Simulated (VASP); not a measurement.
# LaReN3 (Pm-3m) in VASP: further runs

The runs below take LaReN3 through single point, with LDA.

All numbers are computed with VASP 6.6.1; they aren't measurements. Logs are shortened: lines on timing, memory, paths and dates and some standing lists are left out, and cuts for length are marked.

### Step 1. The crystal as given

Symmetry: Pm-3m, No. 221, cubic system. The conventional cell has a = 3.846 Å, b = 3.846 Å, c = 3.846 Å, α = 90.00°, β = 90.00°, γ = 90.00°. La (site symmetry m-3m) is surrounded by 12 N at 2.72 Å. Re (site symmetry m-3m) has 6 N at 1.92 Å as nearest neighbours. N (site symmetry 4/mmm) has 2 Re at 1.92 Å as nearest neighbours.

The cell comes from a database or a generator and needn't be the stable form of this composition.

### Step 2. Single point, LDA

File INCAR:

```
ALGO = Normal
EDIFF = 1E-6
ENCUT = 520
GGA = CA
ISIF = 2
ISMEAR = -1
LASPH = True
LCHARG = True
LELF = True
LREAL = False
LVHAR = True
LWAVE = False
NBANDS = 24
NELM = 100
PREC = Accurate
SIGMA = 0.1
```

File KPOINTS:

```
k-points
0
Gamma
  6 6 6
```

File POSCAR:

```
LaReN3
1.0
    3.8464847407      0.0000000000      0.0000000000
    0.0000000000      3.8464847407      0.0000000000
    0.0000000000      0.0000000000      3.8464847407
La Re N
1 1 3
Direct
    0.0000000000      0.0000000000      0.0000000000
    0.5000000000      0.5000000000      0.5000000000
    0.0000000000      0.5000000000      0.5000000000
    0.5000000000      0.0000000000      0.5000000000
    0.5000000000      0.5000000000      0.0000000000
```

Potentials or basis: VASP PAW LDA potentials, release 64 (La, Re, N).

On the command line:

```bash
> cat potpaw_LDA.64/La/POTCAR potpaw_LDA.64/Re/POTCAR potpaw_LDA.64/N/POTCAR > POTCAR
> mpirun -np 1 vasp_std > vasp.out
```

OUTCAR:

```text
EDIFF = 1E-6
   ENCUT = 520
   GGA = CA
   ISIF = 2
   ISMEAR = -1
   LASPH = True
   LREAL = False
   NELM = 100
   PREC = Accurate

 ion  position               nearest neighbor table
   1  0.000  0.000  0.000-   3 2.72   4 2.72   5 2.72   3 2.72   4 2.72   3 2.72   5 2.72   3 2.72
                             4 2.72   5 2.72   4 2.72   5 2.72   2 3.33   2 3.33   2 3.33   2 3.33
   2  0.500  0.500  0.500-   3 1.92   4 1.92   5 1.92   5 1.92   4 1.92   3 1.92   1 3.33   1 3.33
                             1 3.33   1 3.33   1 3.33   1 3.33   1 3.33   1 3.33
   3  0.000  0.500  0.500-   2 1.92   2 1.92   1 2.72   1 2.72   1 2.72   1 2.72
   4  0.500  0.000  0.500-   2 1.92   2 1.92   1 2.72   1 2.72   1 2.72   1 2.72
   5  0.500  0.500  0.000-   2 1.92   2 1.92   1 2.72   1 2.72   1 2.72   1 2.72

  LATTYP: Found a simple cubic cell.
 ALAT       =     3.8464847407

  Lattice vectors:

 A1 = (   3.8464847407,   0.0000000000,   0.0000000000)
 A2 = (   0.0000000000,   3.8464847407,   0.0000000000)
 A3 = (   0.0000000000,   0.0000000000,   3.8464847407)

Analysis of symmetry for initial positions (statically):
=====================================================================
 Subroutine PRICEL returns:
 Original cell was already a primitive cell.

 Routine SETGRP: Setting up the symmetry group for a
 simple cubic supercell.

 Subroutine GETGRP returns: Found 48 space group operations
 (whereof 48 operations were pure point group operations)
 out of a pool of 48 trial point group operations.

The static configuration has the point symmetry O_h .

Analysis of symmetry for dynamics (positions and initial velocities):
=====================================================================
 Subroutine PRICEL returns:
 Original cell was already a primitive cell.

 Routine SETGRP: Setting up the symmetry group for a
 simple cubic supercell.

 Subroutine GETGRP returns: Found 48 space group operations
 (whereof 48 operations were pure point group operations)
 out of a pool of 48 trial point group operations.

The dynamic configuration has the point symmetry O_h .

 Subroutine INISYM returns: Found 48 space group operations
 (whereof 48 operations are pure point group operations),
 and found     1 'primitive' translations

----------------------------------------------------------------------------------------

                                     Primitive cell

  volume of cell :      56.9105

  direct lattice vectors                    reciprocal lattice vectors
     3.846484741  0.000000000  0.000000000     0.259977633  0.000000000  0.000000000
     0.000000000  3.846484741  0.000000000     0.000000000  0.259977633  0.000000000
     0.000000000  0.000000000  3.846484741     0.000000000  0.000000000  0.259977633

  length of vectors
     3.846484741  3.846484741  3.846484741     0.259977633  0.259977633  0.259977633

  position of ions in fractional coordinates (direct lattice)
     0.000000000  0.000000000  0.000000000
     0.500000000  0.500000000  0.500000000
     0.000000000  0.500000000  0.500000000
     0.500000000  0.000000000  0.500000000
     0.500000000  0.500000000  0.000000000

  ion indices of the primitive-cell ions
   primitive index   ion index
                 1           1
                 2           2
                 3           3
                 4           4
                 5           5

----------------------------------------------------------------------------------------

 KPOINTS: k-points

Automatic generation of k-mesh.
 Grid dimensions read from file:
 generate k-points for:    6    6    6

 Generating k-lattice:

  Cartesian coordinates                     Fractional coordinates (reciprocal lattice)
     0.043329606  0.000000000  0.000000000     0.166666667  0.000000000  0.000000000
     0.000000000  0.043329606  0.000000000     0.000000000  0.166666667  0.000000000
     0.000000000  0.000000000  0.043329606     0.000000000  0.000000000  0.166666667

  Length of vectors
     0.043329606  0.043329606  0.043329606

  Shift w.r.t. Gamma in fractional coordinates (k-lattice)
     0.000000000  0.000000000  0.000000000

 Subroutine IBZKPT returns following result:
 ===========================================

 Found     20 irreducible k-points:

 Following reciprocal coordinates:
            Coordinates               Weight
  0.000000  0.000000  0.000000      1.000000
  0.166667  0.000000  0.000000      6.000000
  0.333333  0.000000  0.000000      6.000000
  0.500000  0.000000  0.000000      3.000000
  0.166667  0.166667  0.000000     12.000000
  0.333333  0.166667  0.000000     24.000000
[... 12 lines left out ...]
  0.500000  0.500000  0.333333      6.000000
  0.500000  0.500000  0.500000      1.000000
   k-points           NKPTS =     20   k-points in BZ     NKDIM =     20   number of bands    NBANDS=     24
   number of dos      NEDOS =    301   number of ions     NIONS =      5
   total plane-waves  NPLWV =  27000
   dimension x,y,z NGX =    30 NGY =   30 NGZ =   30
   dimension x,y,z NGXF=    60 NGYF=   60 NGZF=   60
   ions per type =               1   1   3
   NGX,Y,Z   is equivalent  to a cutoff of  12.97, 12.97, 12.97 a.u.
   NGXF,Y,Z  is equivalent  to a cutoff of  25.93, 25.93, 25.93 a.u.
 SYSTEM =  unknown system
   PREC   = accura    normal or accurate (medium, high low for compatibility)
   ISTART =      0    job   : 0-new  1-cont  2-samecut
   ICHARG =      2    charge: 1-file 2-atom 10-const
   ISPIN  =      1    spin polarized calculation?
   LNONCOLLINEAR =      F non collinear calculations
   LSORBIT =      F    spin-orbit coupling
   LASPH  =      T    aspherical Exc in radial PAW
   ENCUT  =  520.0 eV  38.22 Ry    6.18 a.u.   7.15  7.15  7.15*2*pi/ulx,y,z
   NELM   =    100;   NELMIN=  2; NELMDL= -5     # of ELM steps
   EDIFF  = 0.1E-05   stopping-criterion for ELM
   LREAL  =      F    real-space projection
   EDIFFG = 0.1E-04   stopping-criterion for IOM
   NSW    =      0    number of steps for IOM
   IBRION =     -1    ionic relax: 0-MD 1-quasi-New 2-CG
   NFREE  =      0    steps in history (QN), initial steepest desc. (CG)
   ISIF   =      2    stress and relaxation
   ISYM   =      2    0-nonsym 1-usesym 2-fastsym
   POTIM  = 0.5000    time-step for ionic-motion
   TEBEG  =    0.0;   TEEND  =   0.0 temperature during run
   PSTRESS=    0.0 pullay stress
   NELECT =      33.0000    total number of electrons
   NUPDOWN=      -1.0000    fix difference up-down
   EMIN   =  10.00;   EMAX   =-10.00  energy-range for DOS
   EFERMI =   0.00;   METHOD = LEGACY
   ISMEAR =    -1;   SIGMA  =   0.10  broadening in eV -4-tet -1-fermi 0-gaus
   EFERMI_NEDOS =   21; number of points for ismear=-14 and -15
   IALGO  =     38    algorithm
   IMIX   =      4    mixing-type and parameters
     AMIX     =   0.40;   BMIX     =  1.00
     AMIX_MAG =   1.60;   BMIX_MAG =  1.00
  volume/ion in A,a.u.               =      11.38        76.81
  Fermi-wavevector in a.u.,A,eV,Ry     =   1.365156  2.579770 25.356492  1.863650
  Thomas-Fermi vector in A             =   2.491409
   LORBIT       =      0    0 simple, 1 ext, 2 COOP (PROOUT), +10 PAW based schemes
   GGA     = CA    functional components
   LHFCALC =     F    Hartree Fock is set to
   AEXX    =    0.0000 exact exchange contribution
   IVDW    =     0    specifies the selected vdW correction
   LEPSILON=     F    determine dielectric tensor
   LRPA    =     F    only Hartree local field effects (RPA)
 non-spin polarized calculation
  energy-cutoff  :      520.00
  volume of cell :       56.91
 maximum number of plane-waves:      1568
 NGX is ok and might be reduce to    30
   NGX = 15   NGY = 15   NGZ = 15

 number of electron      32.9999993 magnetization

 Free energy of the ion-electron system (eV)
  ---------------------------------------------------
  ext. energy  EPLUGINS =         0.00000000
  ---------------------------------------------------
  free energy    TOTEN  =       -50.97627775 eV

  energy without entropy =      -50.91750950  energy(sigma->0) =      -50.94689363

 E-fermi :   9.7750     XC(G=0): -12.7752

 val. band max:        9.7560798219   @ k =   0.1667   0.1667   0.1667
 cond. band min:       9.9441874343   @ k =   0.3333   0.1667   0.1667
 fundamental gap:      0.1881076125
 Fermi energy:         9.7749833974

 k-point     1 :       0.0000    0.0000    0.0000
  band No.  band energies     occupation
      1     -21.9224      2.00000
      2      -6.5641      2.00000
      3      -5.6714      2.00000
      4      -5.6714      2.00000
      5      -5.6714      2.00000
      6      -5.0810      2.00000
[... 16 lines left out ...]
     23      13.2417      0.00000
     24      13.2417      0.00000

 k-point     2 :       0.1667    0.0000    0.0000
  band No.  band energies     occupation
      1     -21.9012      2.00000
      2      -7.2058      2.00000
      3      -5.6445      2.00000
      4      -5.6445      2.00000
      5      -5.3762      2.00000
      6      -5.0507      2.00000
[... 16 lines left out ...]
     23      13.1900      0.00000
     24      13.1901      0.00000

 k-point     3 :       0.3333    0.0000    0.0000
  band No.  band energies     occupation
      1     -21.8583      2.00000
      2      -7.9738      2.00000
      3      -5.5900      2.00000
      4      -5.5900      2.00000
      5      -4.9890      2.00000
      6      -4.5283      2.00000
[... 16 lines left out ...]
     23      13.1314      0.00000
     24      13.1314      0.00000

 k-point     4 :       0.5000    0.0000    0.0000
  band No.  band energies     occupation
      1     -21.8366      2.00000
      2      -8.2664      2.00000
      3      -5.5623      2.00000
      4      -5.5623      2.00000
      5      -4.9571      2.00000
      6      -3.8942      2.00000
[... 16 lines left out ...]
     23      13.1194      0.00000
     24      13.1308      0.00000

 k-point     5 :       0.1667    0.1667    0.0000
  band No.  band energies     occupation
      1     -21.8813      2.00000
      2      -7.2987      2.00000
      3      -6.2906      2.00000
      4      -5.6131      2.00000
      5      -4.9887      2.00000
      6      -4.4420      2.00000
[... 16 lines left out ...]
     23      13.1152      0.00000
     24      13.1629      0.00000

 k-point     6 :       0.3333    0.1667    0.0000
  band No.  band energies     occupation
      1     -21.8410      2.00000
      2      -7.7916      2.00000
      3      -6.2328      2.00000
      4      -5.5490      2.00000
      5      -4.8469      2.00000
      6      -3.9581      2.00000
[... 16 lines left out ...]
     23      13.0409      0.00000
     24      13.1257      0.00000
[... 271 lines left out ...]
 k-point    17 :       0.3333    0.3333    0.3333
  band No.  band energies     occupation
      1     -21.7563      2.00000
      2      -6.9295      2.00000
      3      -6.4053      2.00000
      4      -6.4053      2.00000
      5      -3.9175      2.00000
      6      -3.9175      2.00000
[... 16 lines left out ...]
     23      13.1945      0.00000
     24      13.2019      0.00000

 k-point    18 :       0.5000    0.3333    0.3333
  band No.  band energies     occupation
      1     -21.7395      2.00000
      2      -6.8736      2.00000
      3      -6.4701      2.00000
      4      -6.2076      2.00000
      5      -4.2362      2.00000
      6      -3.9402      2.00000
[... 16 lines left out ...]
     23      13.2313      0.00000
     24      13.2396      0.00000

 k-point    19 :       0.5000    0.5000    0.3333
  band No.  band energies     occupation
      1     -21.7231      2.00000
      2      -6.5898      2.00000
      3      -6.5898      2.00000
      4      -6.1740      2.00000
      5      -4.4964      2.00000
      6      -3.5124      2.00000
[... 16 lines left out ...]
     23      13.3296      0.00000
     24      13.4264      0.00000

 k-point    20 :       0.5000    0.5000    0.5000
  band No.  band energies     occupation
      1     -21.7065      2.00000
      2      -6.4014      2.00000
      3      -6.4014      2.00000
      4      -6.4014      2.00000
      5      -3.8810      2.00000
      6      -3.8810      2.00000
[... 16 lines left out ...]
     23      13.4833      0.00000
     24      13.7533      0.00000

------------------------ aborting loop because EDIFF is reached ----------------------------------------

  FORCE on cell =-STRESS in cart. coord.  units (eV):
  Direction    XX          YY          ZZ          XY          YZ          ZX
  --------------------------------------------------------------------------------------
  -------------------------------------------------------------------------------------
  Total        6.0187726      6.0187726      6.0187726     -0.0000000     -0.0000000      0.0000000
  in kB      169.4441107    169.4441107    169.4441107     -0.0000000     -0.0000000      0.0000000
  external PRESSURE =     169.4441107 kB  Pullay stress =       0.0000000 kB

 VOLUME and BASIS-vectors are now :
 -----------------------------------------------------------------------------
  energy-cutoff  :      520.00
  volume of cell :       56.91
      direct lattice vectors                 reciprocal lattice vectors
     3.846484741  0.000000000  0.000000000     0.259977633  0.000000000  0.000000000
     0.000000000  3.846484741  0.000000000     0.000000000  0.259977633  0.000000000
     0.000000000  0.000000000  3.846484741     0.000000000  0.000000000  0.259977633

 POSITION                                       TOTAL-FORCE (eV/Angst)
 -----------------------------------------------------------------------------------
      0.00000      0.00000      0.00000         0.000000      0.000000      0.000000
      1.92324      1.92324      1.92324         0.000000      0.000000      0.000000
      0.00000      1.92324      1.92324         0.000000      0.000000      0.000000
      1.92324      0.00000      1.92324         0.000000      0.000000      0.000000
      1.92324      1.92324      0.00000         0.000000      0.000000      0.000000
 -----------------------------------------------------------------------------------
    total drift:                                0.000000      0.000000     -0.000000

  FREE ENERGIE OF THE ION-ELECTRON SYSTEM (eV)
  ---------------------------------------------------
  free  energy   TOTEN  =       -50.9762777469 eV

  energy  without entropy=      -50.9175095037  energy(sigma->0) =      -50.94689363
```

It took 26 s on 1 thread of Intel Xeon 6975P-C (Granite Rapids), shared host; peak memory 0.18 GiB.

What came out:

```
Free energy            : -50.9763 eV
Pressure               : 16.9 GPa
Band gap on the k mesh : none (metal or under the smearing width)
```

Caveat: so large a pressure means that the cell lies far from this level's equilibrium, or that cutoff or potentials fall short. The run has no spin-orbit coupling, so splittings on La, Re are missing.

### Step 3. Single point, LDA

This run uses another cell than the first one, of 13.36 Å³/atom, 1.174 times its volume.

File INCAR:

```
SYSTEM = LaReN3
ALGO = Normal
EDIFF = 1E-6
ENCUT = 520
GGA = CA
ISIF = 2
ISMEAR = -1
LASPH = .TRUE.
LCHARG = .FALSE.
LREAL = .FALSE.
LWAVE = .FALSE.
NBANDS = 24
NELM = 100
PREC = Accurate
SIGMA = 0.1
```

File KPOINTS:

```
k-points
0
G
  6 6 6
  0 0 0
```

Changes to POSCAR since step 2:

```diff
@@ -2,5 +2,5 @@
 1.0
-    3.8464847407      0.0000000000      0.0000000000
-    0.0000000000      3.8464847407      0.0000000000
-    0.0000000000      0.0000000000      3.8464847407
+    4.0576631410      0.0000000000      0.0000000000
+    0.0000000000      4.0576631410      0.0000000000
+    0.0000000000      0.0000000000      4.0576631410
 La Re N
```

Potentials or basis: VASP PAW LDA potentials, release 64 (La, Re, N).

On the command line:

```bash
> cat potpaw_LDA.64/La/POTCAR potpaw_LDA.64/Re/POTCAR potpaw_LDA.64/N/POTCAR > POTCAR
> mpirun -np 1 vasp_std > vasp.out
```

It took 27 s on 1 thread of Intel Xeon 6975P-C (Granite Rapids), shared host; peak memory 0.19 GiB.

The run converged. Its results:

```
Free energy            : -50.5630 eV
Pressure               : -24.4 GPa
Band gap on the k mesh : none (metal or under the smearing width)
```

Levels at points of the mesh, in eV from the Fermi level:
```csv
k point,band 12,band 13,band 14,band 15,band 16,band 17,band 18,band 19,band 20,band 21
"(0.00, 0.00, 0.00)",-2.17,-2.17,-1.80,-1.80,-1.80,-0.44,-0.44,-0.44,1.38,1.38
"(0.50, 0.00, 0.00)",-3.98,-3.18,-2.88,-2.01,-1.08,-1.08,1.68,1.68,2.17,2.33
"(0.50, 0.50, 0.00)",-4.99,-2.45,-1.89,-1.89,-0.26,1.57,1.73,1.73,2.40,2.40
"(0.50, 0.50, 0.50)",-5.34,-5.34,-0.22,-0.22,-0.22,2.20,2.20,2.20,2.70,3.00
```

Caveat: so large a pressure means that the cell lies far from this level's equilibrium, or that cutoff or potentials fall short.
